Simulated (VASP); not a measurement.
Computed with PBEsol GGA, VASP's PBE PAW potentials (set 64) (plane waves; VASP).

Gaps are without spin-orbit coupling.

| Property | Value |
|---|---|
| volume per atom | 20.43 Å³/atom |
| band gap (over mesh and band path) | 1.00 eV |
| smallest direct gap (over mesh and band path) | 1.58 eV |

### Question
Which relaxed crystal gives these values?
A) GeSe2, I-42d (122)
B) VF4, C2/m (12)
C) WSe2, P6_3/mmc (194)
D) Mg2SeS, P-4m2 (115)

### Answer
C, WSe2, P6_3/mmc (194)
